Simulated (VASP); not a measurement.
Given:

```xyz
2
Lattice="0.0000 2.5905 2.5905 2.5905 0.0000 2.5905 2.5905 2.5905 0.0000" Properties=species:S:1:pos:R:3 pbc="T T T"
Be     0.0000     0.0000     0.0000
Se     1.2953     1.2953     1.2953
```

Method: PBE GGA, VASP's PBE PAW potentials (set 64) (plane waves; VASP). Numerical set-up: 400 eV cut-off, 9×9×9 Γ-centred mesh, Gaussian smearing of 0.010 eV, potentials Be Se.

Task: Give the electronic dielectric tensor ε∞ (DFPT, local fields included).

Result: 
```
6.03  0.00  0.00
0.00  6.03  0.00
0.00  0.00  6.03
```

Task: Give the Born effective charges.

Result: 
```tsv
atom	Z*xx	Z*yy	Z*zz	mean
Be1	1.57	1.57	1.57	1.57
Se2	-1.57	-1.57	-1.57	-1.57
```

Task: And the static tensor with the ions free?

Result: 
```
7.81  0.00  0.00
0.00  7.81  0.00
0.00  0.00  7.81
```

Task: Which frequencies do the optical Γ-point modes have (no LO-TO splitting)?

Result: 492 (×3) cm⁻¹.

The piezoelectric tensor e of the same run, ions relaxed (C/m²):

```tsv
	xx	yy	zz	yz	xz	xy
x	0.00	0.00	0.00	-0.22	0.00	0.00
y	0.00	0.00	0.00	0.00	-0.22	0.00
z	0.00	0.00	0.00	0.00	0.00	-0.22
```

The compound is BeSe in the zinc blende structure. It was relaxed first.
